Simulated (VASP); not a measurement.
# KMg6Ti (Amm2) in VASP: band structure with vdW-DF-cx

Aim: the band structure of KMg6Ti with vdW-DF-cx.

Everything below comes from runs of VASP 6.6.1. Logs are shortened: lines on timing, memory, paths and dates and some standing lists are left out, and cuts for length are marked.

### Step 1. Starting point

Symmetry: Amm2, No. 38, orthorhombic system. The conventional cell has a = 5.281 Å, b = 6.651 Å, c = 11.279 Å, α = 90.00°, β = 90.00°, γ = 90.00°. Ti (site symmetry mm2) has 12 Mg at 3.18 to 3.33 Å as nearest neighbours. K (site symmetry mm2) is surrounded by 12 Mg at 3.28 to 3.33 Å. Mg (site symmetry mm2) is surrounded by 8 Mg at 3.08 to 3.47 Å and 2 Ti at 3.20 Å and 2 K at 3.33 Å. Around Mg (site symmetry m) lie 7 Mg at 3.08 to 3.47 Å and 2 Ti at 3.18 Å and 2 K at 3.28 Å. Around Mg (site symmetry mm2) lie 8 Mg at 3.12 to 3.43 Å and 2 K at 3.31 Å and 2 Ti at 3.33 Å. Mg (site symmetry m) is surrounded by 8 Mg at 3.12 to 3.48 Å and 2 Ti at 3.26 to 3.29 Å and 2 K at 3.30 Å.

The cell comes from a database or a generator and needn't be the stable form of this composition.

### Step 2. Band structure, vdW-DF-cx

Contents of POSCAR:

```
KMg6Ti
1.0
    5.2809240000      0.0000000000      0.0000000000
    0.0000000000      3.3253510000      5.6397100000
    0.0000000000     -3.3253510000      5.6397100000
Ti K Mg
1 1 6
Direct
    0.0000000000      0.9161360000      0.9161360000
    0.5000000000      0.5836670000      0.5836670000
    0.5000000000      0.0766210000      0.0766210000
    0.5000000000      0.0718330000      0.6083660000
    0.5000000000      0.6083660000      0.0718330000
    0.0000000000      0.4063110000      0.4063110000
    0.0000000000      0.4069470000      0.9301200000
    0.0000000000      0.9301200000      0.4069470000
```

Contents of INCAR.step1:

```
SYSTEM = KMg6Ti
AGGAC = 0.0
ALGO = Normal
EDIFF = 1E-6
ENCUT = 520
GGA = CX
ISIF = 2
ISMEAR = 1
LASPH = .True.
LCHARG = .True.
LMAXMIX = 4
LREAL = .False.
LUSE_VDW = .True.
LWAVE = .False.
NBANDS = 26
NELM = 100
PREC = Accurate
SIGMA = 0.1
```

Contents of KPOINTS.step1:

```
k-points
0
Gamma
  5 5 5
  0 0 0
```

Contents of INCAR.step2:

```
SYSTEM = KMg6Ti
AGGAC = 0.0
ALGO = Normal
EDIFF = 1E-6
ENCUT = 520
GGA = CX
ICHARG = 11
ISIF = 2
ISMEAR = 0
LASPH = .True.
LCHARG = .False.
LMAXMIX = 4
LREAL = .False.
LUSE_VDW = .True.
LWAVE = .False.
NBANDS = 26
NELM = 100
PREC = Accurate
SIGMA = 0.05
```

Contents of KPOINTS.step2:

```
path GXSRAZGYX1A1TY,ZT
10
line-mode
reciprocal
 0.0000000000  0.0000000000  0.0000000000  G
 0.0000000000  0.3369163439 -0.3369163439  X

 0.0000000000  0.3369163439 -0.3369163439  X
 0.0000000000  0.0000000000 -0.5000000000  S

 0.0000000000  0.0000000000 -0.5000000000  S
-0.5000000000  0.0000000000 -0.5000000000  R

-0.5000000000  0.0000000000 -0.5000000000  R
-0.5000000000  0.3369163439 -0.3369163439  A

-0.5000000000  0.3369163439 -0.3369163439  A
-0.5000000000  0.0000000000  0.0000000000  Z

-0.5000000000  0.0000000000  0.0000000000  Z
 0.0000000000  0.0000000000  0.0000000000  G

 0.0000000000  0.0000000000  0.0000000000  G
 0.0000000000 -0.5000000000 -0.5000000000  Y

 0.0000000000 -0.5000000000 -0.5000000000  Y
 0.0000000000 -0.3369163439 -0.6630836561  X1

 0.0000000000 -0.3369163439 -0.6630836561  X1
-0.5000000000 -0.3369163439 -0.6630836561  A1

-0.5000000000 -0.3369163439 -0.6630836561  A1
-0.5000000000 -0.5000000000 -0.5000000000  T

-0.5000000000 -0.5000000000 -0.5000000000  T
 0.0000000000 -0.5000000000 -0.5000000000  Y

-0.5000000000  0.0000000000  0.0000000000  Z
-0.5000000000 -0.5000000000 -0.5000000000  T
```

Potentials or basis: VASP PAW PBE potentials, release 64 (Ti_sv, K_sv, Mg).

Launch:

```sh
cat potpaw_PBE.64/Ti_sv/POTCAR potpaw_PBE.64/K_sv/POTCAR potpaw_PBE.64/Mg/POTCAR > POTCAR
cp INCAR.step1 INCAR
cp KPOINTS.step1 KPOINTS
mpirun -np 1 vasp_std > vasp.out
cp INCAR.step2 INCAR
cp KPOINTS.step2 KPOINTS
mpirun -np 1 vasp_std > vasp.out
```

OUTCAR:

```text
SYSTEM = KMg6Ti
   EDIFF = 1E-6
   ENCUT = 520
   GGA = CX
   ICHARG = 11
   ISIF = 2
   ISMEAR = 0
   LASPH = .True.
   LREAL = .False.
   NELM = 100
   PREC = Accurate

 ion  position               nearest neighbor table
   1  0.000  0.916  0.916-   4 3.18   5 3.18   4 3.18   5 3.18   3 3.20   3 3.20   8 3.26   7 3.26

   2  0.500  0.584  0.584-   5 3.28   4 3.28   4 3.28   5 3.28   7 3.30   8 3.30   7 3.30   8 3.30
                             6 3.31   6 3.31   3 3.33   3 3.33
   3  0.500  0.077  0.077-   4 3.08   5 3.08   1 3.20   1 3.20   8 3.25   7 3.25   7 3.25   8 3.25
                             2 3.33   2 3.33   5 3.47   4 3.47
   4  0.500  0.072  0.608-   3 3.08   5 3.08   1 3.18   1 3.18   6 3.27   6 3.27   2 3.28   2 3.28
                             8 3.28   8 3.28   3 3.47   5 3.57
   5  0.500  0.608  0.072-   3 3.08   4 3.08   1 3.18   1 3.18   6 3.27   6 3.27   2 3.28   2 3.28
                             7 3.28   7 3.28   3 3.47   4 3.57
   6  0.000  0.406  0.406-   7 3.12   8 3.12   4 3.27   5 3.27   4 3.27   5 3.27   2 3.31   2 3.31
                             8 3.43   7 3.43
   7  0.000  0.407  0.930-   6 3.12   8 3.17   3 3.25   3 3.25   1 3.26   5 3.28   5 3.28   2 3.30
                             2 3.30   6 3.43   8 3.48
   8  0.000  0.930  0.407-   6 3.12   7 3.17   3 3.25   3 3.25   1 3.26   4 3.28   4 3.28   2 3.30
                             2 3.30   6 3.43   7 3.48

  LATTYP: Found a base centered orthorhombic cell.
 ALAT       =     6.6507020000
 B/A-ratio  =     1.6959743498
 C/A-ratio  =     0.7940400878

  Lattice vectors:

 A1 = (   0.0000000000,   3.3253510000,  -5.6397100000)
 A2 = (   0.0000000000,   3.3253510000,   5.6397100000)
 A3 = (   5.2809240000,   0.0000000000,   0.0000000000)

Analysis of symmetry for initial positions (statically):
=====================================================================
 Subroutine PRICEL returns:
 Original cell was already a primitive cell.

 Routine SETGRP: Setting up the symmetry group for a
 base centered orthorhombic supercell.

 Subroutine GETGRP returns: Found  4 space group operations
 (whereof  4 operations were pure point group operations)
 out of a pool of  8 trial point group operations.

The static configuration has the point symmetry C_2v.

Analysis of symmetry for dynamics (positions and initial velocities):
=====================================================================
 Subroutine PRICEL returns:
 Original cell was already a primitive cell.

 Routine SETGRP: Setting up the symmetry group for a
 base centered orthorhombic supercell.

 Subroutine GETGRP returns: Found  4 space group operations
 (whereof  4 operations were pure point group operations)
 out of a pool of  8 trial point group operations.

The dynamic configuration has the point symmetry C_2v.

 Subroutine INISYM returns: Found  4 space group operations
 (whereof  4 operations are pure point group operations),
 and found     1 'primitive' translations

----------------------------------------------------------------------------------------

                                     Primitive cell

  volume of cell :     198.0771

  direct lattice vectors                    reciprocal lattice vectors
     5.280924000  0.000000000  0.000000000     0.189360801  0.000000000  0.000000000
     0.000000000  3.325351000  5.639710000     0.000000000  0.150360067  0.088657041
     0.000000000 -3.325351000  5.639710000     0.000000000 -0.150360067  0.088657041

  length of vectors
     5.280924000  6.547082416  6.547082416     0.189360801  0.174551484  0.174551484

  position of ions in fractional coordinates (direct lattice)
     0.000000000  0.916136000  0.916136000
     0.500000000  0.583667000  0.583667000
     0.500000000  0.076621000  0.076621000
     0.500000000  0.071833000  0.608366000
     0.500000000  0.608366000  0.071833000
     0.000000000  0.406311000  0.406311000
     0.000000000  0.406947000  0.930120000
     0.000000000  0.930120000  0.406947000

  ion indices of the primitive-cell ions
   primitive index   ion index
                 1           1
                 2           2
                 3           3
                 4           4
                 5           5
                 6           6
                 7           7
                 8           8

----------------------------------------------------------------------------------------

 KPOINTS: path GXSRAZGYX1A1TY,ZT

Interpolating k-points between supplied coordinates.

 Line segments in fractional coordinates (reciprocal lattice):
    0.000000  0.000000  0.000000  ...  0.000000  0.336916 -0.336916
    0.000000  0.336916 -0.336916  ...  0.000000  0.000000 -0.500000
    0.000000  0.000000 -0.500000  ... -0.500000  0.000000 -0.500000
   -0.500000  0.000000 -0.500000  ... -0.500000  0.336916 -0.336916
   -0.500000  0.336916 -0.336916  ... -0.500000  0.000000  0.000000
   -0.500000  0.000000  0.000000  ...  0.000000  0.000000  0.000000
    0.000000  0.000000  0.000000  ...  0.000000 -0.500000 -0.500000
    0.000000 -0.500000 -0.500000  ...  0.000000 -0.336916 -0.663084
    0.000000 -0.336916 -0.663084  ... -0.500000 -0.336916 -0.663084
   -0.500000 -0.336916 -0.663084  ... -0.500000 -0.500000 -0.500000
   -0.500000 -0.500000 -0.500000  ...  0.000000 -0.500000 -0.500000
   -0.500000  0.000000  0.000000  ... -0.500000 -0.500000 -0.500000

 Generated    10 points on each line segment, for a total of    120 k-points:

 Following reciprocal coordinates:
            Coordinates               Weight
  0.000000  0.000000  0.000000      0.008333
  0.000000  0.037435 -0.037435      0.008333
  0.000000  0.074870 -0.074870      0.008333
  0.000000  0.112305 -0.112305      0.008333
  0.000000  0.149741 -0.149741      0.008333
  0.000000  0.187176 -0.187176      0.008333
[... 16 lines left out ...]
 -0.111111  0.000000 -0.500000      0.008333
 -0.166667  0.000000 -0.500000      0.008333
 [... further k-points ...]
   k-points           NKPTS =    120   k-points in BZ     NKDIM =    120   number of bands    NBANDS=     26
   number of dos      NEDOS =    301   number of ions     NIONS =      8
   total plane-waves  NPLWV = 100000
   dimension x,y,z NGX =    40 NGY =   50 NGZ =   50
   dimension x,y,z NGXF=    80 NGYF=  100 NGZF=  100
   ions per type =               1   1   6
   NGX,Y,Z   is equivalent  to a cutoff of  12.59, 12.70, 12.70 a.u.
   NGXF,Y,Z  is equivalent  to a cutoff of  25.18, 25.39, 25.39 a.u.
 SYSTEM =  KMg6Ti
   PREC   = accura    normal or accurate (medium, high low for compatibility)
   ISTART =      0    job   : 0-new  1-cont  2-samecut
   ICHARG =     11    charge: 1-file 2-atom 10-const
   ISPIN  =      1    spin polarized calculation?
   LNONCOLLINEAR =      F non collinear calculations
   LSORBIT =      F    spin-orbit coupling
   LASPH  =      T    aspherical Exc in radial PAW
   ENCUT  =  520.0 eV  38.22 Ry    6.18 a.u.   9.82 12.17 12.17*2*pi/ulx,y,z
   NELM   =    100;   NELMIN=  2; NELMDL=  0     # of ELM steps
   EDIFF  = 0.1E-05   stopping-criterion for ELM
   LREAL  =      F    real-space projection
   EDIFFG = 0.1E-04   stopping-criterion for IOM
   NSW    =      0    number of steps for IOM
   IBRION =     -1    ionic relax: 0-MD 1-quasi-New 2-CG
   NFREE  =      0    steps in history (QN), initial steepest desc. (CG)
   ISIF   =      2    stress and relaxation
   ISYM   =      2    0-nonsym 1-usesym 2-fastsym
   POTIM  = 0.5000    time-step for ionic-motion
   TEBEG  =    0.0;   TEEND  =   0.0 temperature during run
   PSTRESS=    0.0 pullay stress
   NELECT =      33.0000    total number of electrons
   NUPDOWN=      -1.0000    fix difference up-down
   EMIN   =  10.00;   EMAX   =-10.00  energy-range for DOS
   EFERMI =   0.00;   METHOD = LEGACY
   ISMEAR =     0;   SIGMA  =   0.05  broadening in eV -4-tet -1-fermi 0-gaus
   EFERMI_NEDOS =   21; number of points for ismear=-14 and -15
   IALGO  =     38    algorithm
   IMIX   =      4    mixing-type and parameters
     AMIX     =   0.40;   BMIX     =  1.00
     AMIX_MAG =   1.60;   BMIX_MAG =  1.00
  volume/ion in A,a.u.               =      24.76       167.09
  Fermi-wavevector in a.u.,A,eV,Ry     =   0.900813  1.702290 11.040644  0.811464
  Thomas-Fermi vector in A             =   2.023817
   LORBIT       =      0    0 simple, 1 ext, 2 COOP (PROOUT), +10 PAW based schemes
   GGA     = CX    functional components
   LHFCALC =     F    Hartree Fock is set to
   AEXX    =    0.0000 exact exchange contribution
   IVDW_NL    =     1    kernel type
   BPARAM     = 6.3000
   IVDW    =     0    specifies the selected vdW correction
   LEPSILON=     F    determine dielectric tensor
   LRPA    =     F    only Hartree local field effects (RPA)
 non-spin polarized calculation
 Gauss-broadening in eV      SIGMA  =   0.05
  energy-cutoff  :      520.00
  volume of cell :      198.08
 maximum number of plane-waves:      5382
 NGX is ok and might be reduce to    40

 number of electron      32.9999994 magnetization

 Free energy of the ion-electron system (eV)
  ---------------------------------------------------
  ext. energy  EPLUGINS =         0.00000000
  ---------------------------------------------------
  free energy    TOTEN  =        -2.65311258 eV

  energy without entropy =       -2.63871287  energy(sigma->0) =       -2.64591272

 E-fermi :   2.6290     XC(G=0):  -8.5617

 val. band max:        2.6281636407   @ k =  -0.5000   0.2995  -0.3550
 cond. band min:       2.6290468933   @ k =  -0.5000  -0.3732  -0.6268
 fundamental gap:      0.0008832526
 Fermi energy:         2.6290416816

 k-point     1 :       0.0000    0.0000    0.0000
  band No.  band energies     occupation
      1     -54.4368      2.00000
      2     -30.8662      2.00000
      3     -30.7722      2.00000
      4     -30.7722      2.00000
      5     -28.2259      2.00000
      6     -11.9355      2.00000
[... 18 lines left out ...]
     25       5.9556      0.00000
     26       5.9973      0.00000

 k-point     2 :       0.0000    0.0374   -0.0374
  band No.  band energies     occupation
      1     -54.4368      2.00000
      2     -30.8662      2.00000
      3     -30.7722      2.00000
      4     -30.7722      2.00000
      5     -28.2259      2.00000
      6     -11.9356      2.00000
[... 630 lines left out ...]
 k-point    24 :      -0.1667    0.0000   -0.5000
  band No.  band energies     occupation
      1     -54.4368      2.00000
      2     -30.8663      2.00000
      3     -30.7723      2.00000
      4     -30.7722      2.00000
      5     -28.2257      2.00000
      6     -11.9381      2.00000
[... 18 lines left out ...]
     25       5.5492      0.00000
     26       5.8372      0.00000

 [... further k-points ...]
[... 5 lines left out ...]
  --------------------------------------------------------------------------------------
  -------------------------------------------------------------------------------------
  Total        0.0078972      3.2825452      1.0068092      0.0000000      0.0000000      0.0000000
  in kB        0.0638780     26.5513811      8.1437338      0.0000000      0.0000000      0.0000000
  external PRESSURE =      11.5863310 kB  Pullay stress =       0.0000000 kB

 VOLUME and BASIS-vectors are now :
 -----------------------------------------------------------------------------
  energy-cutoff  :      520.00
  volume of cell :      198.08
      direct lattice vectors                 reciprocal lattice vectors
     5.280924000  0.000000000  0.000000000     0.189360801  0.000000000  0.000000000
     0.000000000  3.325351000  5.639710000     0.000000000  0.150360067  0.088657041
     0.000000000 -3.325351000  5.639710000     0.000000000 -0.150360067  0.088657041

 POSITION                                       TOTAL-FORCE (eV/Angst)
 -----------------------------------------------------------------------------------
      0.00000      0.00000     10.33348         0.000000      0.000000     -0.049250
      2.64046      0.00000      6.58343         0.000000      0.000000      0.027890
      2.64046      0.00000      0.86424         0.000000      0.000000      0.058605
      2.64046     -1.78416      3.83613         0.000000      0.061787     -0.060085
      2.64046      1.78416      3.83613         0.000000     -0.061787     -0.060085
      0.00000      0.00000      4.58295         0.000000      0.000000      0.033836
      0.00000     -1.73973      7.54067         0.000000      0.079846      0.024545
      0.00000      1.73973      7.54067         0.000000     -0.079846      0.024545
 -----------------------------------------------------------------------------------
    total drift:                                0.000000      0.000000     -0.015340

  FREE ENERGIE OF THE ION-ELECTRON SYSTEM (eV)
  ---------------------------------------------------
  free  energy   TOTEN  =        -2.6531125784 eV

  energy  without entropy=       -2.6387128655  energy(sigma->0) =       -2.64591272

Total vdW correction in eV:      9.2422799
```

It took 7.3 min on 1 thread of AMD EPYC 9R45 (Zen 5), shared host; peak memory 1.2 GiB.

What came out:

```yaml
Band_gap_along_the_path: none (metal or under the smearing width)
```

Levels at the corners of the path, in eV from the Fermi level:
```tsv
point	band 12	band 13	band 14	band 15	band 16	band 17	band 18	band 19	band 20	band 21
Γ	-1.97	-1.42	-1.29	-1.17	-0.85	0.11	0.13	0.25	1.16	1.18
X	-1.09	-0.74	-0.65	-0.41	-0.14	0.18	0.56	0.59	0.69	1.29
X	-1.09	-0.74	-0.65	-0.41	-0.14	0.18	0.56	0.59	0.69	1.29
S	-2.46	-0.68	-0.68	-0.07	-0.04	0.06	0.25	0.60	1.22	1.40
S	-2.46	-0.68	-0.68	-0.07	-0.04	0.06	0.25	0.60	1.22	1.40
R	-3.31	-1.56	-1.46	-1.33	-0.91	0.09	0.37	0.78	0.92	1.19
R	-3.31	-1.56	-1.46	-1.33	-0.91	0.09	0.37	0.78	0.92	1.19
A	-3.13	-2.80	-2.41	-0.20	0.02	0.03	0.32	0.74	0.84	1.71
A	-3.13	-2.80	-2.41	-0.20	0.02	0.03	0.32	0.74	0.84	1.71
Z	-1.16	-1.15	-1.06	-0.89	-0.52	-0.45	-0.35	0.00	0.07	0.14
Z	-1.16	-1.15	-1.06	-0.89	-0.52	-0.45	-0.35	0.00	0.07	0.14
Γ	-1.97	-1.42	-1.29	-1.17	-0.85	0.11	0.13	0.25	1.16	1.18
Γ	-1.97	-1.42	-1.29	-1.17	-0.85	0.11	0.13	0.25	1.16	1.18
Y	-2.58	-0.66	-0.66	-0.08	-0.07	0.08	0.29	0.61	1.25	1.43
Y	-2.58	-0.66	-0.66	-0.08	-0.07	0.08	0.29	0.61	1.25	1.43
X1	-1.09	-0.74	-0.65	-0.41	-0.14	0.18	0.56	0.59	0.69	1.29
X1	-1.09	-0.74	-0.65	-0.41	-0.14	0.18	0.56	0.59	0.69	1.29
A1	-3.13	-2.80	-2.41	-0.20	0.02	0.03	0.32	0.74	0.84	1.71
A1	-3.13	-2.80	-2.41	-0.20	0.02	0.03	0.32	0.74	0.84	1.71
T	-3.29	-1.66	-1.55	-1.38	-0.94	0.08	0.37	0.81	0.91	1.20
T	-3.29	-1.66	-1.55	-1.38	-0.94	0.08	0.37	0.81	0.91	1.20
Y	-2.58	-0.66	-0.66	-0.08	-0.07	0.08	0.29	0.61	1.25	1.43
Z	-1.16	-1.15	-1.06	-0.89	-0.52	-0.45	-0.35	0.00	0.07	0.14
T	-3.29	-1.66	-1.55	-1.38	-0.94	0.08	0.37	0.81	0.91	1.20
```

Caveat: the log is that of the step along the path at fixed density, whose energy, stress, charges and moments have no meaning; the PAW data sets were made with another functional, which shifts forces and pressure a little.
